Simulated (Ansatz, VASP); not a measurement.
# Cross-check of Ca3GeN between VASP and Ansatz

One calculation is typed for both programs; each brings its own data sets. How far apart do they land? The cell is taken from a series of runs on this material, whose earlier steps may have relaxed, scaled, displaced or heated it; both programs get it as it stands.

Calculated with Ansatz 0.2.0; plane waves, with VASP 6.6.1 beside it; PBEsol.

## (1) Starting point

Symmetry: Pm-3m, No. 221, cubic system. Conventional cell: a = 4.755 Å, b = 4.755 Å, c = 4.755 Å, α = 90.00°, β = 90.00°, γ = 90.00°. Nearest to Ca lie 2 N at 2.38 Å. Nearest to Ge lie 12 Ca at 3.36 Å. Nearest to N lie 6 Ca at 2.38 Å. Farther neighbours and most contacts between anions are not listed.

Structure file:

```
Ca Ge N
1.0
     4.75505    0.00000    0.00000
     0.00000    4.75505    0.00000
     0.00000    0.00000    4.75505
Ca Ge N
3 1 1
Direct
  0.00000 0.50000 0.50000
  0.50000 0.00000 0.50000
  0.50000 0.50000 0.00000
  0.00000 0.00000 0.00000
  0.50000 0.50000 0.50000
```

## (2) Ansatz: zone-centre phonons, PBEsol

Ansatz runs on its PAW soft_1 files.

Second derivatives magnify differences that forces hide, and they need a tight electronic threshold.

Input file input.yaml:

```yaml
crystal:
  lattice:
    - [4.7550544581, 0.0, 0.0]
    - [0.0, 4.7550544581, 0.0]
    - [0.0, 0.0, 4.7550544581]
  atoms:
    - { symbol: Ca, position: [0.0, 0.5, 0.5] }
    - { symbol: Ca, position: [0.5, 0.0, 0.5] }
    - { symbol: Ca, position: [0.5, 0.5, 0.0] }
    - { symbol: Ge, position: [0.0, 0.0, 0.0] }
    - { symbol: "N", position: [0.5, 0.5, 0.5] }
kpoints:
  mp_grid: { grid: [8, 8, 8] }
hamiltonian:
  xc: pbesol
  pseudopotentials: { kind: paw, azcp: { folder: soft_1 }, xc_functional: pbe }
scf:
  occupations: { method: methfessel_paxton, width: 0.2 }
output:
  eigenvalues: true
phonons:
  method: dfpt
```

Started as:

```
$ ansatz run input.yaml --threads 4 --pin off --max-ram 10240MiB --backend cpu --events-out ev --progress --plain --runs-dir out
```

Numbers of over 12 decimals in the logs are rounded to 6 here.

Log:

```text
zone centre: on kpoints.mp_grid the ground state, and the responses unless they are solved on pairs of k-points, stand on 125 of the mesh's 512 k-points, reduced under 8 symmetry operations, with k and −k counted as one. Each operation leaves every solved displacement unchanged or reverses it
Engine: ansatz 0.2.0, x86_64-unknown-linux-gnu
Pseudopotentials: kind: paw
Pseudopotential: Ca, paw, valence charge 10, recommended cutoff 420 eV (normal), soft_1/Ca.paw.azcp
Pseudopotential: Ge, paw, valence charge 14, recommended cutoff 420 eV (normal), soft_1/Ge.paw.azcp
Pseudopotential: N, paw, valence charge 5, recommended cutoff 420 eV (normal), soft_1/N.paw.azcp
Functional definition: PBEsol
  exchange = pbesol_x
  correlation = pbesol_c
Crystal: 5 atoms, lattice volume = 107.514 Å³
Basis set: ecut = 420 eV, 2103 PW (Γ), exchange–correlation on 64×64×64 points (8 copies of the dense FFT grid, shifted against one another)
Bands: 30, of which v1, the nominal top of the filled ones, is band 25 counted from 1 (24 counted from 0)
Symmetry: 48 space group operations
k-points: 125 of 512 (irreducible under 8 space group operations)
Non-local potential: Ca, projectors of the file, l = 0: 3, l = 1: 2, l = 2: 2
Non-local potential: Ge, projectors of the file, l = 0: 2, l = 1: 2, l = 2: 3, l = 3: 1
Non-local potential: N, projectors of the file, l = 0: 2, l = 1: 2, l = 2: 1
PAW form: soft (Blöchl's): semilocal exchange-correlation on the pseudo side does not see the compensation charge
PAW frozen core: Ca, regenerated for the run's functional, and the local potential with it (the file was generated under x = pbe(κ = 0.804, μ = 0.219515), c = pbe(β = 0.066725))
PAW frozen core: Ge, regenerated for the run's functional, and the local potential with it (the file was generated under x = pbe(κ = 0.804, μ = 0.219515), c = pbe(β = 0.066725))
PAW frozen core: N, regenerated for the run's functional, and the local potential with it (the file was generated under x = pbe(κ = 0.804, μ = 0.219515), c = pbe(β = 0.066725))
PAW one-centre angular grid: Ca, 110 points (default); XC on 64 Gauss nodes
PAW one-centre angular grid: Ge, 590 points (default); XC on 64 Gauss nodes
PAW one-centre angular grid: N, 110 points (default); XC on 64 Gauss nodes
Initial density: superposition of atomic densities (chi_scale 0.1, normalization cell, long waves kept (reshape's long-wave potential 0.00 eV rms))
Initial wavefunctions: pseudopotential atomic-orbital guess
Functional: x = pbesol(κ = 0.804, μ = 0.123457), c = pbesol(β = 0.046)
SCF iter   1: F=—  HF=-10018.659877 eV  |F-HF|=—  |Δ(HF+E_count)|=         —  Δρ=4.29e-2  dr2=4.45e0  ethr=3.10e-3  ⟨swp⟩=8.0  Hψ=17378  notcnv=0
preconditioner: auto → Kerker (q_TF=auto, 2.393 Å⁻¹)  [metal: Δε(μ)=0.003 eV  Ē_g=17.361 eV  σ=0.200 eV  W_gap=0.01  n_scr=26 (ndim 8)  ℏωp=23.5 eV  f_vac=0.000  D(μ)=5.82/eV (n_scr^D=56)]
SCF iter   2: F=—  HF=-10017.667477 eV  |F-HF|=—  |Δ(HF+E_count)|=   9.92e-1  S|Δr|=    0.00e0  Δρ=2.39e-2  dr2=1.51e0  ethr=3.10e-3  ⟨swp⟩=2.8  Hψ=7481  notcnv=0  defer=115
SCF iter   3: F=—  HF=-10017.272138 eV  |F-HF|=—  |Δ(HF+E_count)|=   3.95e-1  S|Δr|=    0.00e0  Δρ=9.57e-3  dr2=2.16e-1  ethr=3.09e-3  ⟨swp⟩=2.3  Hψ=8051  notcnv=0  defer=123
SCF iter   4: F=—  HF=-10017.197603 eV  |F-HF|=—  |Δ(HF+E_count)|=   7.45e-2  S|Δr|=    0.00e0  Δρ=4.32e-3  dr2=3.06e-2  ethr=4.42e-4  ⟨swp⟩=2.0  Hψ=6830  notcnv=0  defer=123
SCF iter   5: F=—  HF=-10017.192889 eV  |F-HF|=—  |Δ(HF+E_count)|=   4.71e-3  S|Δr|=    0.00e0  Δρ=2.11e-3  dr2=1.05e-2  ethr=6.24e-5  ⟨swp⟩=2.0  Hψ=5568  notcnv=0  defer=121
SCF iter   6: F=—  HF=-10017.192033 eV  |F-HF|=—  |Δ(HF+E_count)|=   8.56e-4  S|Δr|=    0.00e0  Δρ=2.32e-3  dr2=6.94e-3  ethr=2.14e-5  ⟨swp⟩=2.0  Hψ=4490  notcnv=0  defer=121
SCF iter   7: F=—  HF=-10017.190988 eV  |F-HF|=—  |Δ(HF+E_count)|=   1.04e-3  S|Δr|=    0.00e0  Δρ=5.09e-4  dr2=3.33e-4  ethr=1.42e-5  ⟨swp⟩=2.0  Hψ=4431  notcnv=0  defer=121
SCF iter   8: F=—  HF=-10017.190954 eV  |F-HF|=—  |Δ(HF+E_count)|=   3.39e-5  S|Δr|=    0.00e0  Δρ=8.90e-5  dr2=1.13e-5  ethr=6.79e-7  ⟨swp⟩=2.0  Hψ=6206  notcnv=0  defer=121
SCF iter   9: F=—  HF=-10017.190957 eV  |F-HF|=—  |Δ(HF+E_count)|=   2.38e-6  S|Δr|=    0.00e0  Δρ=1.70e-5  dr2=4.56e-7  ethr=2.30e-8  ⟨swp⟩=2.0  Hψ=4472  notcnv=0  defer=121
SCF iter  10: F=—  HF=-10017.190956 eV  |F-HF|=—  |Δ(HF+E_count)|=   7.85e-7  S|Δr|=    0.00e0  Δρ=2.23e-6  dr2=8.59e-9  ethr=9.30e-10  ⟨swp⟩=2.0  Hψ=6331  notcnv=0  defer=121
SCF iter  11: F=—  HF=-10017.190956 eV  |F-HF|=—  |Δ(HF+E_count)|=  3.51e-10  S|Δr|=    0.00e0  Δρ=5.18e-7  dr2=3.05e-10  ethr=1.75e-11  ⟨swp⟩=2.0  Hψ=6320  notcnv=0  defer=121
SCF iter  12: F=—  HF=-10017.190956 eV  |F-HF|=—  |Δ(HF+E_count)|=  4.55e-11  S|Δr|=    0.00e0  Δρ=1.26e-7  dr2=1.65e-11  ethr=1.00e-12  ⟨swp⟩=2.0  Hψ=6296  notcnv=0  defer=121
SCF iter  13: F=-10017.190956 eV  HF=-10017.190956 eV  |F-HF|=0.00e0  |Δ(HF+E_count)|=  3.64e-12  S|Δr|=    0.00e0  Δρ=2.17e-8  dr2=4.84e-13  ethr=1.00e-12  ⟨swp⟩=11.0  Hψ=18482  notcnv=0
SCF 1 converged in 13 iterations: F = -10017.190956 eV  dr2 = 4.84e-13
  greatest PAW one-centre occupation: 0.998 electrons in one spin orbital (limit 2), on the Ge atom at site 3 (counted from 0), in its partial waves of l = 2
DFPT response loops at Γ: preconditioner auto → Kerker (q_TF=auto, 2.393 Å⁻¹) (partly filled bands, converged f_vac=0.000); β = 1.00, the filter's whole step (`scf.mixing.beta` (0.50) is not read by the response loops under this deck's `scf.mixing.preconditioner`; to damp them name `kerker` or `kerker_dos`, under which they read `scf.mixing.beta`, and type it under 1.00, their step now; both keys bind the ground state too); Broyden in place of MSR1
SCF converged after 13 iterations
Stability not checked: this state was not tested for a lower state beside it, because cold or Methfessel-Paxton smearing, or corrected tetrahedra, fill the levels in a way that the test cannot read (fill_not_monotonic; see scf.lower_state_search)
Free energy (F): -10017.190956 eV
Harris-Foulkes:  -10017.190956 eV  (|F-HF|=0.00e0)
Internal energy: -10017.181703 eV  (E = F + TS)
E sigma→0 (E₀):  -10017.188643 eV
Entropy (-TS):   -0.009253 eV (-1.851 meV/atom)
Fermi energy:    7.585471 eV
--- Per-component energies (eV) ---
  E_band       = -516.841768
  E_kinetic    = 984.922941
  E_local      = -4458.704565  (includes V_loc(G=0)·N_el)
  E_nonlocal   = 527.117323
  E_hartree    = 1786.013698
  E_xc         = -510.906301
  E_vxc        = -615.667182  (∫ρ·V_xc dr)
  E_paw        = -4624.997351  (= ΣΔE_a)
  E_vpaw       = -526.538477  (= ΣTr[D̂ρ^β])
  E_aug_tail   = 0.000809  (compensation charges beyond the density's cutoff)
  E_ewald      = -3721.930676
  E_core_change = 1.302420  (= ΣΔE_core)
  E_smearing   = -0.009253  (= −TS)
  E_closure    = 0.000000  (closes the sum)
  Σ components = -10017.190956   (vs F -10017.190956, Δ=0.00e0)
--- Band table (eV; the first three rows and the last of 125) ---
  k-point 0: bands = [... 21 lower, 6.9130, 8.7173, 8.7173, 8.7173, 8.7524, 8.7524, 9.7473, 9.7473, ... 1 higher]
  k-point 1: bands = [... 21 lower, 6.9008, 7.7994, 8.4201, 8.4201, 8.8724, 9.2872, 9.8066, 10.1720, ... 1 higher]
  k-point 2: bands = [... 21 lower, 6.8743, 6.8743, 8.0050, 8.0050, 9.2048, 9.7799, 9.9717, 10.9533, ... 1 higher]
  k-point 124: bands = [... 21 lower, 5.1741, 6.9220, 6.9220, 6.9220, 10.4196, 10.4196, 10.4196, 11.7530, ... 1 higher]
--- Phonons (Γ-DFPT): 4 representative perturbations + reference, on 125 of 512 k-points (Σ response iterations 12) ---
  k mesh reduced under 8 symmetry operations, with k and −k counted as one. Each operation leaves every solved displacement unchanged or reverses it
  ASR residual: 8.624e-5 → 0.000e0 eV/Å²; symmetrization residual: 2.993e-6 eV/Å²
  ASR residual per site (eV/Å²): 3.18e-5 3.18e-5 3.18e-5 1.71e-5 8.62e-5
  Γ frequencies (cm⁻¹): 0.00 0.00 0.00 116.74 116.74 116.74 135.65 135.65 135.65 256.36 256.36 256.36 344.88 344.88 344.88
  non-analytic LO–TO correction: not included (Born effective charges unavailable; polar crystals: no LO–TO splitting at Γ)
```

## (3) VASP: zone-centre phonons, PBEsol

The same cell, functional, mesh and smearing now go to VASP, with its own data sets.

Lines of VASP's logs that name or quote its potential files are left out, and so is its time.

Input file INCAR:

```
SYSTEM = Ca3GeN
PREC = Accurate
ENCUT = 600
EDIFF = 1E-08
NELM = 120
ISMEAR = 1
SIGMA = 0.2
LREAL = .FALSE.
ALGO = Normal
GGA = PS
NBANDS = 30
LORBIT = 11
LWAVE = .FALSE.
LCHARG = .FALSE.
ISIF = 2
IBRION = 8
LASPH = .TRUE.
GGA_COMPAT = .FALSE.
KPAR = 2
```

Input file POSCAR:

```
Ca3GeN
1.0
    4.7550544581      0.0000000000      0.0000000000
    0.0000000000      4.7550544581      0.0000000000
    0.0000000000      0.0000000000      4.7550544581
Ca Ge N
3 1 1
Direct
    0.0000000000      0.5000000000      0.5000000000
    0.5000000000      0.0000000000      0.5000000000
    0.5000000000      0.5000000000      0.0000000000
    0.0000000000      0.0000000000      0.0000000000
    0.5000000000      0.5000000000      0.5000000000
```

Input file KPOINTS:

```
Automatic mesh
0
Gamma
8 8 8
0 0 0
```

Potentials, in the order of the species: Ca_sv, Ge_d and N (PBE family, release 64).

Started as:

```
$ mpirun -np 2 vasp_std
```

Log:

```text
[banner, memory and clock lines left out]
running    2 mpi-ranks, on    1 nodes
 distrk:  each k-point on    1 cores,    2 groups
 distr:  one band on    1 cores,    1 groups

 POSCAR found type information on POSCAR CaGeN
 POSCAR found :  3 types and       5 ions
|                                                                             |
|               ----> ADVICE to this user running VASP <----                  |
|                                                                             |
|     You enforced a specific xc type in the INCAR file but a different       |
|     [... a line on the potential file left out ...]
|     I HOPE YOU KNOW WHAT YOU ARE DOING!                                     |
|                                                                             |

 LDA part: xc-table for (Slater+PW92), standard interpolation
 POSCAR, INCAR and KPOINTS ok, starting setup
 FFT: planning ... GRIDC
 FFT: planning ... GRID_SOFT
 FFT: planning ... GRID
 WAVECAR not read
 entering main loop
       N       E                     dE             d eps       ncg     rms          rms(c)
DAV:   1     0.584278309023E+03    0.58428E+03   -0.25838E+04  2376   0.274E+03
DAV:   2     0.522878296214E+02   -0.53199E+03   -0.51765E+03  2124   0.782E+02
DAV:   3    -0.230547608606E+02   -0.75343E+02   -0.74018E+02  3198   0.189E+02
DAV:   4    -0.280242636228E+02   -0.49695E+01   -0.49145E+01  2644   0.519E+01
DAV:   5    -0.284303159344E+02   -0.40605E+00   -0.40508E+00  3946   0.118E+01    0.116E+01
DAV:   6    -0.243058245311E+02    0.41245E+01   -0.29948E+01  2634   0.192E+01    0.607E+00
DAV:   7    -0.240433066814E+02    0.26252E+00   -0.30061E+00  2690   0.690E+00    0.277E+00
DAV:   8    -0.239264509587E+02    0.11686E+00   -0.61264E-01  2572   0.415E+00    0.698E-01
DAV:   9    -0.239163423732E+02    0.10109E-01   -0.81017E-02  3164   0.142E+00    0.388E-01
DAV:  10    -0.239159550632E+02    0.38731E-03   -0.26716E-02  2854   0.726E-01    0.110E-01
DAV:  11    -0.239152367328E+02    0.71833E-03   -0.61190E-03  2770   0.486E-01    0.880E-02
DAV:  12    -0.239153207386E+02   -0.84006E-04   -0.58439E-04  2700   0.132E-01    0.315E-02
DAV:  13    -0.239153034459E+02    0.17293E-04   -0.24660E-04  3012   0.913E-02    0.130E-02
DAV:  14    -0.239153005401E+02    0.29057E-05   -0.33586E-05  2726   0.249E-02    0.395E-03
DAV:  15    -0.239153017738E+02   -0.12336E-05   -0.87628E-06  2860   0.153E-02    0.508E-03
DAV:  16    -0.239153006923E+02    0.10814E-05   -0.38511E-06  2664   0.734E-03    0.602E-04
DAV:  17    -0.239153007213E+02   -0.28946E-07   -0.44411E-07  2368   0.302E-03    0.397E-04
DAV:  18    -0.239153007194E+02    0.18626E-08   -0.25186E-08  2098   0.757E-04
   1 F= -.23915301E+02 E0= -.23912261E+02  d E =-.912027E-02
 Linear response reoptimize wavefunctions to high precision
DAV:   1    -0.239153007230E+02   -0.35634E-08   -0.62263E-09  1952   0.368E-04
DAV:   2    -0.239153007230E+02   -0.50932E-10   -0.49100E-10  1566   0.164E-04
 Linear response DOF=           4
 Linear response progress:
  Degree of freedom:   1/  4
       N       E                     dE             d eps       ncg     rms          rms(c)
RMM:   1    -0.458855533290E+00   -0.45886E+00    0.18845E+00  5391   0.882E+00
RMM:   2    -0.397643550048E+00    0.61212E-01   -0.13448E-01  8601   0.172E+00    0.190E-01
RMM:   3    -0.397750452209E+00   -0.10690E-03   -0.23983E-02  9123   0.547E-01    0.122E-01
RMM:   4    -0.398437910151E+00   -0.68746E-03   -0.64685E-03  9668   0.243E-01    0.749E-02
RMM:   5    -0.398212639306E+00    0.22527E-03   -0.13223E-03 10126   0.141E-01    0.117E-02
RMM:   6    -0.398268091153E+00   -0.55452E-04   -0.54292E-04  9867   0.683E-02    0.184E-02
RMM:   7    -0.398216722147E+00    0.51369E-04   -0.16274E-04 10725   0.411E-02    0.816E-03
RMM:   8    -0.398162741909E+00    0.53980E-04   -0.84116E-05 10826   0.245E-02    0.117E-03
RMM:   9    -0.398174386122E+00   -0.11644E-04   -0.36266E-05 10987   0.154E-02    0.276E-03
RMM:  10    -0.398161323226E+00    0.13063E-04   -0.21813E-05 10974   0.102E-02    0.860E-04
RMM:  11    -0.398154536838E+00    0.67864E-05   -0.15188E-05 11370   0.720E-03    0.840E-05
RMM:  12    -0.398156990102E+00   -0.24533E-05   -0.11482E-05 11011   0.518E-03    0.549E-04
RMM:  13    -0.398157234879E+00   -0.24478E-06   -0.84429E-06 11671   0.398E-03    0.619E-04
RMM:  14    -0.398155902209E+00    0.13327E-05   -0.65202E-06 10993   0.319E-03    0.404E-04
RMM:  15    -0.398156409244E+00   -0.50703E-06   -0.55876E-06 11463   0.264E-03    0.472E-04
RMM:  16    -0.398156146409E+00    0.26284E-06   -0.47270E-06 11132   0.225E-03    0.422E-04
RMM:  17    -0.398156372881E+00   -0.22647E-06   -0.42282E-06 11360   0.197E-03    0.433E-04
 first order change of Fermi-energy  -0.53834E-04
 force on displaced ion       1 direction 1 :  -8.923   0.000  -0.000
 Linear response progress:
  Degree of freedom:   2/  4
       N       E                     dE             d eps       ncg     rms          rms(c)
RMM:   1    -0.468329739866E+00   -0.46833E+00    0.12579E+00  9015   0.865E+00
RMM:   2    -0.420422988222E+00    0.47907E-01   -0.12778E-01 14521   0.170E+00    0.155E-01
RMM:   3    -0.421926452356E+00   -0.15035E-02   -0.21785E-02 15527   0.502E-01    0.126E-01
RMM:   4    -0.422817628802E+00   -0.89118E-03   -0.49780E-03 16603   0.222E-01    0.800E-02
RMM:   5    -0.422794901673E+00    0.22727E-04   -0.80793E-04 16933   0.127E-01    0.449E-03
RMM:   6    -0.422824006416E+00   -0.29105E-04   -0.40474E-04 17258   0.621E-02    0.125E-02
RMM:   7    -0.422813674825E+00    0.10332E-04   -0.12146E-04 18119   0.379E-02    0.381E-03
RMM:   8    -0.422790760237E+00    0.22915E-04   -0.67809E-05 18037   0.232E-02    0.120E-03
RMM:   9    -0.422790217253E+00    0.54298E-06   -0.31203E-05 18283   0.153E-02    0.177E-03
RMM:  10    -0.422786460384E+00    0.37569E-05   -0.20753E-05 18641   0.105E-02    0.122E-03
RMM:  11    -0.422782862826E+00    0.35976E-05   -0.14194E-05 18857   0.765E-03    0.608E-04
RMM:  12    -0.422781629591E+00    0.12332E-05   -0.11803E-05 18806   0.576E-03    0.455E-04
RMM:  13    -0.422779121728E+00    0.25079E-05   -0.93252E-06 18561   0.463E-03    0.976E-05
RMM:  14    -0.422779678300E+00   -0.55657E-06   -0.79608E-06 19134   0.373E-03    0.532E-05
RMM:  15    -0.422779879494E+00   -0.20119E-06   -0.68130E-06 19283   0.312E-03    0.707E-05
RMM:  16    -0.422780175464E+00   -0.29597E-06   -0.58368E-06 18873   0.268E-03    0.814E-05
RMM:  17    -0.422780417365E+00   -0.24190E-06   -0.48582E-06 18961   0.235E-03    0.961E-05
RMM:  18    -0.422780568697E+00   -0.15133E-06   -0.41291E-06 18615   0.208E-03    0.114E-04
RMM:  19    -0.422780711227E+00   -0.14253E-06   -0.37556E-06 17843   0.187E-03    0.126E-04
RMM:  20    -0.422780735084E+00   -0.23857E-07   -0.30826E-06 18596   0.169E-03    0.146E-04
RMM:  21    -0.422780756041E+00   -0.20956E-07   -0.28659E-06 17363   0.155E-03    0.167E-04
RMM:  22    -0.422781057011E+00   -0.30097E-06   -0.23628E-06 16842   0.143E-03    0.162E-04
RMM:  23    -0.422781132183E+00   -0.75172E-07   -0.21410E-06 18072   0.130E-03    0.173E-04
 first order change of Fermi-energy  -0.36918E-03
 force on displaced ion       1 direction 2 :   0.000  -3.490   0.000
 Linear response progress:
  Degree of freedom:   3/  4
       N       E                     dE             d eps       ncg     rms          rms(c)
RMM:   1    -0.193407266035E+00   -0.19341E+00    0.91638E+00  6236   0.403E+01
RMM:   2    -0.198983827351E+00   -0.55766E-02   -0.14082E-02  7924   0.470E-01    0.387E-02
RMM:   3    -0.199142836341E+00   -0.15901E-03   -0.99246E-04  8345   0.139E-01    0.265E-02
RMM:   4    -0.199350715846E+00   -0.20788E-03   -0.25503E-04  8887   0.755E-02    0.693E-03
RMM:   5    -0.199255920272E+00    0.94796E-04   -0.62471E-05  8769   0.315E-02    0.455E-03
RMM:   6    -0.199278465263E+00   -0.22545E-04   -0.21089E-05  9382   0.156E-02    0.149E-03
RMM:   7    -0.199277387965E+00    0.10773E-05   -0.51905E-06 10044   0.701E-03    0.881E-04
RMM:   8    -0.199271544524E+00    0.58434E-05   -0.15540E-06 10064   0.388E-03    0.326E-04
RMM:   9    -0.199270143164E+00    0.14014E-05   -0.21902E-07 10790   0.200E-03    0.141E-04
RMM:  10    -0.199270775875E+00   -0.63271E-06   -0.23581E-07 11055   0.110E-03    0.749E-05
RMM:  11    -0.199270756105E+00    0.19769E-07   -0.48354E-08 10919   0.629E-04    0.361E-05
RMM:  12    -0.199270854239E+00   -0.98133E-07   -0.18140E-07 10979   0.388E-04    0.196E-05
RMM:  13    -0.199270819629E+00    0.34609E-07    0.29731E-08 11422   0.246E-04    0.129E-05
RMM:  14    -0.199270861601E+00   -0.41972E-07   -0.10440E-07 11173   0.171E-04    0.562E-06
RMM:  15    -0.199270830754E+00    0.30847E-07   -0.14101E-08 11285   0.128E-04    0.502E-06
RMM:  16    -0.199270840105E+00   -0.93511E-08   -0.42945E-08 11203   0.102E-04    0.236E-06
 first order change of Fermi-energy  -0.29947E-04
 force on displaced ion       4 direction 1 :  -2.357  -0.000   0.000
 Linear response progress:
  Degree of freedom:   4/  4
       N       E                     dE             d eps       ncg     rms          rms(c)
RMM:   1    -0.247325042145E+00   -0.24733E+00    0.53885E-02  8582   0.156E+00
RMM:   2    -0.235769645883E+00    0.11555E-01   -0.17474E-02  9066   0.397E-01    0.115E-01
RMM:   3    -0.236560627421E+00   -0.79098E-03   -0.35762E-03  8104   0.181E-01    0.609E-02
RMM:   4    -0.237640196347E+00   -0.10796E-02   -0.11080E-03  8441   0.112E-01    0.199E-02
RMM:   5    -0.237649545839E+00   -0.93495E-05   -0.21861E-04  8536   0.481E-02    0.699E-03
RMM:   6    -0.237727515528E+00   -0.77970E-04   -0.51176E-05  9894   0.193E-02    0.389E-03
RMM:   7    -0.237708118487E+00    0.19397E-04   -0.17593E-05  9196   0.990E-03    0.138E-03
RMM:   8    -0.237718002833E+00   -0.98843E-05   -0.17482E-05 10483   0.486E-03    0.639E-04
RMM:   9    -0.237722609771E+00   -0.46069E-05    0.40179E-06 10341   0.242E-03    0.606E-04
RMM:  10    -0.237726624082E+00   -0.40143E-05   -0.69562E-06 10026   0.158E-03    0.229E-04
RMM:  11    -0.237725495752E+00    0.11283E-05    0.49771E-06  9991   0.981E-04    0.142E-04
RMM:  12    -0.237725822934E+00   -0.32718E-06   -0.32051E-06 11022   0.547E-04    0.866E-05
RMM:  13    -0.237725874379E+00   -0.51445E-07    0.91311E-07 11571   0.315E-04    0.894E-05
RMM:  14    -0.237726096153E+00   -0.22177E-06   -0.74858E-07 10140   0.242E-04    0.120E-05
RMM:  15    -0.237726048309E+00    0.47844E-07    0.97071E-08 11128   0.148E-04    0.841E-06
RMM:  16    -0.237726114307E+00   -0.65998E-07   -0.24660E-07 11215   0.104E-04    0.532E-06
RMM:  17    -0.237726105873E+00    0.84340E-08    0.16782E-08 10769   0.780E-05    0.898E-07
 first order change of Fermi-energy   0.82745E-03
 force on displaced ion       5 direction 1 :  -5.400   0.000   0.000
 Linear response finished
```

[end of part 1 of 2]

[Lines on the potential files, build, host, timing and source positions are cut from VASP's logs without a mark.]

[Logs are printed without paths, hosts, clocks, repeated set-up lines and the standing remarks that a program may print on its own settings, such as how far it seeks lower states.]

[Hosts, paths, dates, database ids (printed as entryN), source tags and the programs' standing remarks are cut or masked in the printed files.]
